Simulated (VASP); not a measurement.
**LaBRh3 with r2SCAN + rVV10: from relaxation to properties**

What structure and properties does r2SCAN + rVV10 give LaBRh3, and how near are they to the measured ones? The steps: relaxing cell and atoms (r2SCAN + rVV10), single point with fields (r2SCAN + rVV10), bands along the symmetry lines (r2SCAN + rVV10), density of states (r2SCAN + rVV10) and vibrations at Γ (r2SCAN + rVV10). The start is a cell from a database of measured crystal structures.

Calculated with VASP 6.6.1; r2SCAN with rVV10; plane waves and PAW (La, B, Rh_pv).

**Measured values to reproduce.**

“Magnetic Behavior in RRhX (R = rare earths; X=B, C) Compounds” (2009, arxiv:0909.0460) reports for LaRh3B, cubic perovskite, by powder XRD, Rietveld (arc melted, annealed at 800 C, 300 K): lattice constant a (cubic a) 4.252 Å.

### Step 1. The structure

Before any relaxation, the start is as follows. Symmetry: Pm-3m, No. 221, cubic system. Conventional cell: a = 4.242 Å, b = 4.242 Å, c = 4.242 Å, α = 90.00°, β = 90.00°, γ = 90.00°. Nearest to La lie 12 Rh at 3.00 Å and 8 B at 3.67 Å. Nearest to B lie 6 Rh at 2.12 Å and 8 La at 3.67 Å. Rh has 2 B at 2.12 Å and 8 Rh at 3.00 Å and 4 La at 3.00 Å nearest. Farther neighbours are not listed.

### Step 2. Relaxing cell and atoms (r2SCAN + rVV10)

Properties are meant for the cell that this level of theory prefers, so cell and atoms are relaxed first (ISIF = 3) until forces and stress are small; EDIFFG sets the threshold. r2SCAN adds the kinetic-energy density, costs more than a GGA and is run with LASPH. LUSE_VDW switches on a nonlocal correlation term for dispersion.

INCAR reads:

```
SYSTEM = LaBRh3
PREC = Accurate
ENCUT = 420
EDIFF = 1E-06
NELM = 100
ISMEAR = 1
SIGMA = 0.2
LREAL = .FALSE.
ALGO = Normal
METAGGA = R2SCAN
LUSE_VDW = .TRUE.
IVDW_NL = 2
BPARAM = 11.95
CPARAM = 0.0093
LASPH = .TRUE.
NBANDS = 36
LORBIT = 11
LWAVE = .FALSE.
LCHARG = .FALSE.
KPAR = 4
IBRION = 2
NSW = 60
ISIF = 3
EDIFFG = -0.01
```

POSCAR reads:

```
LaBRh3
1.0
    4.2420000000      0.0000000000      0.0000000000
    0.0000000000      4.2420000000      0.0000000000
    0.0000000000      0.0000000000      4.2420000000
La B Rh
1 1 3
Direct
    0.0000000000      0.0000000000      0.0000000000
    0.5000000000      0.5000000000      0.5000000000
    0.0000000000      0.5000000000      0.5000000000
    0.5000000000      0.0000000000      0.5000000000
    0.5000000000      0.5000000000      0.0000000000
```

KPOINTS reads:

```
Automatic mesh
0
Gamma
5 5 5
0 0 0
```

Potentials, in the order of the species: La, B and Rh_pv (PBE family, release 64).

On the command line:

```sh
$ mpirun -np 4 vasp_std
```

The program printed:

```text
[banner, memory and clock lines left out]
running    4 mpi-ranks, on    1 nodes
 distrk:  each k-point on    1 cores,    4 groups
 distr:  one band on    1 cores,    1 groups

 POSCAR found type information on POSCAR LaB Rh
 POSCAR found :  3 types and       5 ions
|                                                                             |
|               ----> ADVICE to this user running VASP <----                  |
|                                                                             |
|     You have switched on vdW-DFT.                                           |
|     This routine was written and supplied by Jiri Klimes. We recommend      |
|     that you carefully read and cite the following publications:            |
|       J. Klimes, D.R. Bowler, A. Michelides                                 |
|          J. Phys.: Cond Matt. 22 022201 (2010)                              |
|       J. Klimes, D.R. Bowler, A. Michelides                                 |
|          Phys. Rev. B. 83, 195131 (2011)                                    |
|     and references therein.                                                 |
|                                                                             |

|                                                                             |
|               ----> ADVICE to this user running VASP <----                  |
|                                                                             |
|     You enforced a specific xc type in the INCAR file but a different       |
|     [... a line on the potential file left out ...]
|     I HOPE YOU KNOW WHAT YOU ARE DOING!                                     |
|                                                                             |

 LDA part: xc-table for (None), standard interpolation
 POSCAR, INCAR and KPOINTS ok, starting setup
 FFT: planning ... GRIDC
 FFT: planning ... GRID_SOFT
 FFT: planning ... GRID
 WAVECAR not read
 entering main loop
       N       E                     dE             d eps       ncg     rms          rms(c)
Total rVV10 correction in eV:      1.1841025    62.0100111
Total rVV10 correction in eV:      1.1841025    62.0100111
Total rVV10 correction in eV:      1.1841025    62.0100111
Total rVV10 correction in eV:      1.1841025    62.0100111
DAV:   1     0.511254729675E+03    0.51125E+03   -0.29038E+04  1008   0.214E+03
DAV:   2    -0.452377173652E+02   -0.55649E+03   -0.53387E+03   732   0.507E+02
DAV:   3    -0.125605283624E+03   -0.80368E+02   -0.75368E+02  1016   0.157E+02
DAV:   4    -0.131910679695E+03   -0.63054E+01   -0.61232E+01  1324   0.532E+01
DAV:   5    -0.132095533007E+03   -0.18485E+00   -0.18274E+00  1048   0.637E+00    0.252E+01
Total rVV10 correction in eV:      1.1185286    62.0100041
Total rVV10 correction in eV:      1.1185286    62.0100041
Total rVV10 correction in eV:      1.1185286    62.0100041
Total rVV10 correction in eV:      1.1185286    62.0100041
DAV:   6    -0.113844217350E+03    0.18251E+02   -0.65441E+01  1000   0.542E+01    0.103E+01
Total rVV10 correction in eV:      1.1477619    62.0100032
Total rVV10 correction in eV:      1.1477619    62.0100032
Total rVV10 correction in eV:      1.1477619    62.0100032
Total rVV10 correction in eV:      1.1477619    62.0100032
DAV:   7    -0.111992905377E+03    0.18513E+01   -0.11256E+01  1120   0.247E+01    0.355E+00
Total rVV10 correction in eV:      1.1501684    62.0100035
Total rVV10 correction in eV:      1.1501684    62.0100035
Total rVV10 correction in eV:      1.1501684    62.0100035
Total rVV10 correction in eV:      1.1501684    62.0100035
DAV:   8    -0.112035334303E+03   -0.42429E-01   -0.11188E+00  1200   0.647E+00    0.213E+00
Total rVV10 correction in eV:      1.1467494    62.0100037
Total rVV10 correction in eV:      1.1467494    62.0100037
Total rVV10 correction in eV:      1.1467494    62.0100037
Total rVV10 correction in eV:      1.1467494    62.0100037
DAV:   9    -0.112016826116E+03    0.18508E-01   -0.19538E-01  1144   0.325E+00    0.709E-01
Total rVV10 correction in eV:      1.1476079    62.0100036
Total rVV10 correction in eV:      1.1476079    62.0100036
Total rVV10 correction in eV:      1.1476079    62.0100036
Total rVV10 correction in eV:      1.1476079    62.0100036
DAV:  10    -0.112019515979E+03   -0.26899E-02   -0.11264E-02  1168   0.767E-01    0.138E-01
Total rVV10 correction in eV:      1.1479299    62.0100036
Total rVV10 correction in eV:      1.1479299    62.0100036
Total rVV10 correction in eV:      1.1479299    62.0100036
Total rVV10 correction in eV:      1.1479299    62.0100036
DAV:  11    -0.112019755597E+03   -0.23962E-03   -0.95958E-04  1016   0.179E-01    0.694E-02
Total rVV10 correction in eV:      1.1481154    62.0100036
Total rVV10 correction in eV:      1.1481154    62.0100036
Total rVV10 correction in eV:      1.1481154    62.0100036
Total rVV10 correction in eV:      1.1481154    62.0100036
DAV:  12    -0.112019815728E+03   -0.60131E-04   -0.17060E-04  1312   0.861E-02    0.228E-02
Total rVV10 correction in eV:      1.1482243    62.0100036
Total rVV10 correction in eV:      1.1482243    62.0100036
Total rVV10 correction in eV:      1.1482243    62.0100036
Total rVV10 correction in eV:      1.1482243    62.0100036
DAV:  13    -0.112019827199E+03   -0.11471E-04   -0.68660E-05  1040   0.481E-02    0.883E-03
Total rVV10 correction in eV:      1.1482629    62.0100036
Total rVV10 correction in eV:      1.1482629    62.0100036
Total rVV10 correction in eV:      1.1482629    62.0100036
Total rVV10 correction in eV:      1.1482629    62.0100036
DAV:  14    -0.112019828470E+03   -0.12708E-05   -0.94193E-06   948   0.188E-02    0.429E-03
Total rVV10 correction in eV:      1.1482571    62.0100036
Total rVV10 correction in eV:      1.1482571    62.0100036
Total rVV10 correction in eV:      1.1482571    62.0100036
Total rVV10 correction in eV:      1.1482571    62.0100036
DAV:  15    -0.112019828300E+03    0.16948E-06   -0.64648E-07   496   0.739E-03
Total rVV10 correction in eV:      1.1482484    62.0100036
Total rVV10 correction in eV:      1.1482484    62.0100036
Total rVV10 correction in eV:      1.1482484    62.0100036
Total rVV10 correction in eV:      1.1482484    62.0100036
Total rVV10 correction in eV:      1.1482567    62.0100036
Total rVV10 correction in eV:      1.1482567    62.0100036
Total rVV10 correction in eV:      1.1482567    62.0100036
Total rVV10 correction in eV:      1.1482567    62.0100036
   1 F= -.11201983E+03 E0= -.11201939E+03  d E =-.112020E+03
 curvature:   0.00 expect dE= 0.000E+00 dE for cont linesearch  0.000E+00
 trial: gam= 0.00000 g(F)=  0.000E+00 g(S)=  0.102E-03 ort = 0.000E+00 (trialstep = 0.100E+01)
 search vector abs. value=  0.102E-03
 bond charge predicted
       N       E                     dE             d eps       ncg     rms          rms(c)
Total rVV10 correction in eV:      1.1481668    62.0100036
Total rVV10 correction in eV:      1.1481668    62.0100036
Total rVV10 correction in eV:      1.1481668    62.0100036
Total rVV10 correction in eV:      1.1481668    62.0100036
DAV:   1    -0.112024020177E+03   -0.41917E-02   -0.64087E-02   792   0.213E+00    0.499E-01
Total rVV10 correction in eV:      1.1504358    62.0100040
Total rVV10 correction in eV:      1.1504358    62.0100040
Total rVV10 correction in eV:      1.1504358    62.0100040
Total rVV10 correction in eV:      1.1504358    62.0100040
DAV:   2    -0.112021283462E+03    0.27367E-02   -0.37636E-02  1064   0.143E+00    0.277E-01
Total rVV10 correction in eV:      1.1496310    62.0100040
Total rVV10 correction in eV:      1.1496310    62.0100040
Total rVV10 correction in eV:      1.1496310    62.0100040
Total rVV10 correction in eV:      1.1496310    62.0100040
DAV:   3    -0.112019803500E+03    0.14800E-02   -0.63818E-03  1056   0.594E-01    0.555E-02
Total rVV10 correction in eV:      1.1496751    62.0100040
Total rVV10 correction in eV:      1.1496751    62.0100040
Total rVV10 correction in eV:      1.1496751    62.0100040
Total rVV10 correction in eV:      1.1496751    62.0100040
DAV:   4    -0.112019808565E+03   -0.50652E-05   -0.38501E-04  1112   0.133E-01    0.193E-02
Total rVV10 correction in eV:      1.1496266    62.0100040
Total rVV10 correction in eV:      1.1496266    62.0100040
Total rVV10 correction in eV:      1.1496266    62.0100040
Total rVV10 correction in eV:      1.1496266    62.0100040
DAV:   5    -0.112019809140E+03   -0.57468E-06   -0.28248E-05  1016   0.286E-02    0.119E-02
Total rVV10 correction in eV:      1.1495456    62.0100040
Total rVV10 correction in eV:      1.1495456    62.0100040
Total rVV10 correction in eV:      1.1495456    62.0100040
Total rVV10 correction in eV:      1.1495456    62.0100040
DAV:   6    -0.112019807802E+03    0.13380E-05   -0.57457E-06  1024   0.173E-02    0.377E-03
Total rVV10 correction in eV:      1.1495305    62.0100040
Total rVV10 correction in eV:      1.1495305    62.0100040
Total rVV10 correction in eV:      1.1495305    62.0100040
Total rVV10 correction in eV:      1.1495305    62.0100040
DAV:   7    -0.112019807691E+03    0.11092E-06   -0.99818E-07   552   0.997E-03
Total rVV10 correction in eV:      1.1495303    62.0100040
Total rVV10 correction in eV:      1.1495303    62.0100040
Total rVV10 correction in eV:      1.1495303    62.0100040
Total rVV10 correction in eV:      1.1495303    62.0100040
Total rVV10 correction in eV:      1.1495276    62.0100040
Total rVV10 correction in eV:      1.1495276    62.0100040
Total rVV10 correction in eV:      1.1495276    62.0100040
Total rVV10 correction in eV:      1.1495276    62.0100040
   2 F= -.11201981E+03 E0= -.11201932E+03  d E =0.206092E-04
 trial-energy change:    0.000021  1 .order    0.000022   -0.000102    0.000146
 step:   0.4120(harm=  0.4120)  dis= 0.00000  next Energy=  -112.019849 (dE=-0.210E-04)
 bond charge predicted
       N       E                     dE             d eps       ncg     rms          rms(c)
Total rVV10 correction in eV:      1.1495805    62.0100040
Total rVV10 correction in eV:      1.1495805    62.0100040
Total rVV10 correction in eV:      1.1495805    62.0100040
Total rVV10 correction in eV:      1.1495805    62.0100040
DAV:   1    -0.112021310865E+03   -0.15031E-02   -0.22005E-02   780   0.125E+00    0.299E-01
Total rVV10 correction in eV:      1.1482166    62.0100038
Total rVV10 correction in eV:      1.1482166    62.0100038
Total rVV10 correction in eV:      1.1482166    62.0100038
Total rVV10 correction in eV:      1.1482166    62.0100038
DAV:   2    -0.112020413718E+03    0.89715E-03   -0.13666E-02  1072   0.861E-01    0.171E-01
Total rVV10 correction in eV:      1.1487080    62.0100037
Total rVV10 correction in eV:      1.1487080    62.0100037
Total rVV10 correction in eV:      1.1487080    62.0100037
Total rVV10 correction in eV:      1.1487080    62.0100037
DAV:   3    -0.112019840920E+03    0.57280E-03   -0.23814E-03  1044   0.357E-01    0.327E-02
Total rVV10 correction in eV:      1.1487018    62.0100038
Total rVV10 correction in eV:      1.1487018    62.0100038
Total rVV10 correction in eV:      1.1487018    62.0100038
Total rVV10 correction in eV:      1.1487018    62.0100038
DAV:   4    -0.112019846656E+03   -0.57356E-05   -0.16376E-04  1128   0.848E-02    0.115E-02
Total rVV10 correction in eV:      1.1487235    62.0100038
Total rVV10 correction in eV:      1.1487235    62.0100038
Total rVV10 correction in eV:      1.1487235    62.0100038
Total rVV10 correction in eV:      1.1487235    62.0100038
DAV:   5    -0.112019848554E+03   -0.18981E-05   -0.13243E-05  1008   0.231E-02    0.723E-03
Total rVV10 correction in eV:      1.1487761    62.0100038
Total rVV10 correction in eV:      1.1487761    62.0100038
Total rVV10 correction in eV:      1.1487761    62.0100038
Total rVV10 correction in eV:      1.1487761    62.0100038
DAV:   6    -0.112019851255E+03   -0.27008E-05   -0.20031E-06   736   0.104E-02    0.202E-03
Total rVV10 correction in eV:      1.1487848    62.0100038
Total rVV10 correction in eV:      1.1487848    62.0100038
Total rVV10 correction in eV:      1.1487848    62.0100038
Total rVV10 correction in eV:      1.1487848    62.0100038
DAV:   7    -0.112019851278E+03   -0.22888E-07   -0.30271E-07   480   0.698E-03
Total rVV10 correction in eV:      1.1487880    62.0100038
Total rVV10 correction in eV:      1.1487880    62.0100038
Total rVV10 correction in eV:      1.1487880    62.0100038
Total rVV10 correction in eV:      1.1487880    62.0100038
Total rVV10 correction in eV:      1.1487868    62.0100038
Total rVV10 correction in eV:      1.1487868    62.0100038
Total rVV10 correction in eV:      1.1487868    62.0100038
Total rVV10 correction in eV:      1.1487868    62.0100038
   3 F= -.11201985E+03 E0= -.11201939E+03  d E =-.229777E-04
 curvature:  -0.21 expect dE=-0.257E-06 dE for cont linesearch -0.257E-06
 trial: gam=-0.09836 g(F)=  0.477E-63 g(S)=  0.125E-05 ort = 0.113E-04 (trialstep = 0.882E+00)
 search vector abs. value=  0.154E-07
 reached required accuracy - stopping structural energy minimisation
```

Run time: 2.3 min. Hardware: 4 MPI ranks of AMD EPYC 7R43, shared host; peak memory 1 GiB; 9.1 min of CPU time.

Lines that name or quote the potential files are left out of all logs, and their timing lines are given in words.

OUTCAR, selected parts (step 2):

```text
ion  position               nearest neighbor table
   1  0.000  0.000  0.000-   3 3.00   4 3.00   5 3.00   3 3.00   4 3.00   3 3.00   5 3.00   3 3.00
                             4 3.00   5 3.00   4 3.00   5 3.00
   2  0.500  0.500  0.500-   3 2.12   4 2.12   5 2.12   5 2.12   4 2.12   3 2.12
   3  0.000  0.500  0.500-   2 2.12   2 2.12   4 3.00   5 3.00   1 3.00   5 3.00   1 3.00   4 3.00
                             1 3.00   1 3.00   4 3.00   5 3.00   5 3.00   4 3.00
   4  0.500  0.000  0.500-   2 2.12   2 2.12   3 3.00   5 3.00   1 3.00   5 3.00   1 3.00   3 3.00
                             5 3.00   5 3.00   1 3.00   3 3.00   1 3.00   3 3.00
   5  0.500  0.500  0.000-   2 2.12   2 2.12   3 3.00   4 3.00   1 3.00   3 3.00   4 3.00   1 3.00
                             4 3.00   4 3.00   1 3.00   3 3.00   3 3.00   1 3.00

  LATTYP: Found a simple cubic cell.
 ALAT       =     4.2420000000

 Subroutine GETGRP returns: Found 48 space group operations
 (whereof 48 operations were pure point group operations)

The static configuration has the point symmetry O_h .

 Found     10 irreducible k-points:

   k-points           NKPTS =     10   k-points in BZ     NKDIM =     10   number of bands    NBANDS=     36

   dimension x,y,z NGX =    28 NGY =   28 NGZ =   28
   dimension x,y,z NGXF=    56 NGYF=   56 NGZF=   56

   ENCUT  =  420.0 eV  30.87 Ry    5.56 a.u.   7.09  7.09  7.09*2*pi/ulx,y,z

   NELECT =      59.0000    total number of electrons

 k-points in reciprocal lattice and weights: Automatic mesh
   0.00000000  0.00000000  0.00000000       0.008
   0.20000000  0.00000000  0.00000000       0.048
   0.40000000  0.00000000  0.00000000       0.048
   0.20000000  0.20000000  0.00000000       0.096
   0.40000000  0.20000000  0.00000000       0.192
   0.40000000  0.40000000  0.00000000       0.096
   0.20000000  0.20000000  0.20000000       0.064
   0.40000000  0.20000000  0.20000000       0.192
   0.40000000  0.40000000  0.20000000       0.192
   0.40000000  0.40000000  0.40000000       0.064

 average (electrostatic) potential at core
       1 -98.0050       2 -23.3192       3 -76.4536       4 -76.4536       5 -76.4536

 E-fermi :  10.3909

 k-point     1 :       0.0000    0.0000    0.0000
  band No.  band energies     occupation
    ...
     24       9.0501      2.00000
     25       9.0501      2.00000
     26       9.7848      2.00016
     27       9.7848      2.00016
     28       9.7848      2.00016
     29      10.5523      0.01633
     30      10.6633     -0.06612
     31      10.6633     -0.06612
     32      10.6633     -0.06612
     33      14.0284     -0.00000
    ...

 k-point     2 :       0.2000    0.0000    0.0000
  band No.  band energies     occupation
    ...
     25       8.9514      2.00000
     26       8.9514      2.00000
     27       9.0415      2.00000
     28      10.0017      2.01897
     29      10.2532      1.91141
     30      10.6641     -0.06586
     31      11.5745     -0.00000
     32      11.5745     -0.00000
     33      13.9741     -0.00000
     34      14.0455     -0.00000
    ...

 k-point     3 :       0.4000    0.0000    0.0000
  band No.  band energies     occupation
    ...
     25       8.8945      2.00000
     26       9.0741      2.00000
     27       9.0741      2.00000
     28       9.4018      2.00000
     29       9.6458      2.00000
     30      10.6653     -0.06547
     31      12.1907     -0.00000
     32      12.1907     -0.00000
     33      13.8251     -0.00000
     34      14.0529     -0.00000
    ...

  Total        0.0065662      0.0065662      0.0065662     -0.0000000      0.0000000      0.0000000
  in kB        0.1377232      0.1377232      0.1377232     -0.0000000      0.0000000      0.0000000
  external PRESSURE =       0.1377232 kB  Pullay stress =       0.0000000 kB

  energy-cutoff  :      420.00
  volume of cell :       76.39
      direct lattice vectors                 reciprocal lattice vectors
     4.243001169  0.000000000  0.000000000     0.235682235 -0.000000000 -0.000000000
     0.000000000  4.243001169 -0.000000000    -0.000000000  0.235682235  0.000000000
     0.000000000 -0.000000000  4.243001169    -0.000000000  0.000000000  0.235682235

 POSITION                                       TOTAL-FORCE (eV/Angst)
 -----------------------------------------------------------------------------------
      0.00000      0.00000      0.00000        -0.000000      0.000000      0.000000
      2.12150      2.12150      2.12150        -0.000000      0.000000      0.000000
      0.00000      2.12150      2.12150         0.000000      0.000000      0.000000
      2.12150     -0.00000      2.12150        -0.000000     -0.000000      0.000000
      2.12150      2.12150     -0.00000        -0.000000      0.000000      0.000000
 -----------------------------------------------------------------------------------
    total drift:                                0.000000      0.000000      0.000000

  FREE ENERGIE OF THE ION-ELECTRON SYSTEM (eV)
  ---------------------------------------------------
  free  energy   TOTEN  =      -112.0198512779 eV

  energy  without entropy=     -112.0184691415  energy(sigma->0) =     -112.01939057

 reached required accuracy - stopping structural energy minimisation

 total charge
# of ion       s       p       d       f       tot
--------------------------------------------------
    1        2.039   5.638   0.822   0.217   8.715
    2        0.749   1.098   0.000   0.000   1.847
    3        0.384   6.245   7.329   0.000  13.958
    4        0.384   6.245   7.329   0.000  13.958
    5        0.384   6.245   7.329   0.000  13.958
--------------------------------------------------
tot          3.940  25.470  22.809   0.217  52.435

[... 3 further parts left out ...]
```

This run has no spin polarisation. Its electron count is odd, so without a moment it is a metal by construction. The k-mesh is coarse for a metal. The PAW data sets were made with PBE, which is usual practice but a small mismatch for other functionals. The run keeps the 48 symmetry operations of its start, so it cannot find a distortion of lower symmetry.

(Part 1 of 5 ends here.)

[Lines on the potential files, build, host, timing and source positions are cut from VASP's logs without a mark.]

[Logs are printed without paths, hosts, clocks, repeated set-up lines and the standing remarks that a program may print on its own settings, such as how far it seeks lower states.]

[Hosts, paths, dates, database ids (printed as entryN), source tags and the programs' standing remarks are cut or masked in the printed files.]

[A measured line is paired with the nearest computed mode of its activity, which favours agreement.]
